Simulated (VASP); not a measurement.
Output of a VASP run:

File OSZICAR:
```
       N       E                     dE             d eps       ncg     rms          rms(c)
DAV:   1     0.102946700235E+03    0.10295E+03   -0.73366E+03  2291   0.145E+03
DAV:   2     0.163488986170E+01   -0.10131E+03   -0.99586E+02  2342   0.321E+02
DAV:   3    -0.306819188383E+01   -0.47031E+01   -0.46704E+01  2689   0.808E+01
DAV:   4    -0.318050096309E+01   -0.11231E+00   -0.11229E+00  2768   0.142E+01
DAV:   5    -0.318566814910E+01   -0.51672E-02   -0.51687E-02  2864   0.277E+00    0.425E-01
DAV:   6    -0.318174988664E+01    0.39183E-02   -0.10602E-02  2953   0.178E+00    0.238E-01
DAV:   7    -0.318141641393E+01    0.33347E-03   -0.54795E-03  2732   0.126E+00    0.890E-02
DAV:   8    -0.318161700961E+01   -0.20060E-03   -0.60888E-04  2591   0.431E-01    0.132E-02
DAV:   9    -0.318161085143E+01    0.61582E-05   -0.12965E-05  2740   0.649E-02    0.728E-03
DAV:  10    -0.318160991025E+01    0.94118E-06   -0.47459E-06  2525   0.324E-02    0.902E-04
DAV:  11    -0.318161000788E+01   -0.97636E-07   -0.11759E-07  1740   0.648E-03
   1 F= -.31816100E+01 E0= -.31816100E+01  d E =0.000000E+00
```

### OUTCAR
```
------------------------ aborting loop because EDIFF is reached ----------------------------------------
  FORCE on cell =-STRESS in cart. coord.  units (eV):
  Direction    XX          YY          ZZ          XY          YZ          ZX
  --------------------------------------------------------------------------------------
  Total        0.0486539      0.0486539      0.0486539     -0.0000000     -0.0000000      0.0000000
  in kB        2.3580047      2.3580047      2.3580047     -0.0000000     -0.0000000      0.0000000
  external PRESSURE =       2.3580047 kB  Pullay stress =       0.0000000 kB
  volume of cell :       33.06
      direct lattice vectors                 reciprocal lattice vectors
     0.000000000  2.547326665  2.547326665    -0.196284209  0.196284209  0.196284209
     2.547326665  0.000000000  2.547326665     0.196284209 -0.196284209  0.196284209
     2.547326665  2.547326665  0.000000000     0.196284209  0.196284209 -0.196284209
 POSITION                                       TOTAL-FORCE (eV/Angst)
 -----------------------------------------------------------------------------------
      0.00000      0.00000      0.00000        -0.000000      0.000000      0.000000
 -----------------------------------------------------------------------------------
    total drift:                               -0.000000     -0.000000     -0.000000
  FREE ENERGIE OF THE ION-ELECTRON SYSTEM (eV)
  ---------------------------------------------------
  free  energy   TOTEN  =        -3.1816100079 eV

  energy  without entropy=       -3.1816100079  energy(sigma->0) =       -3.18161001

 total charge

# of ion       s       p       d       tot
------------------------------------------
    1        1.411   0.707   9.808  11.926
```
(Selected blocks of OUTCAR.)

**POSCAR**
```
Pb
1
    0.0000000000     2.5473266655     2.5473266655
    2.5473266655     0.0000000000     2.5473266655
    2.5473266655     2.5473266655     0.0000000000
Pb
1
Direct
  0.0000000000   0.0000000000   0.0000000000
```

Reconstruct the remaining input files.

This is not unique; one that fits is the input of the run itself, RPBE GGA, plane waves, VASP's PBE PAW potentials (set 64).

KPOINTS:
```
Regular mesh
0
gamma
14 14 14
0 0 0
```

INCAR:
```
SYSTEM = Pb
PREC = Accurate
ENCUT = 520
EDIFF = 1E-7
NELM = 100
ALGO = Normal
LREAL = .FALSE.
LASPH = .TRUE.
ISMEAR = -5
GGA = RP
LMAXMIX = 4
LWAVE = .FALSE.
LCHARG = .TRUE.
LORBIT = 11
NEDOS = 601
ISIF = 2
```

POTCAR, in this order: Pb_d (PBE.64 set). Program: vasp_std.

For a metal the tetrahedron method with Blöchl corrections gives inexact stress and forces.

The compound is Pb in the fcc structure. It was relaxed first, which changed the volume by +9 %.
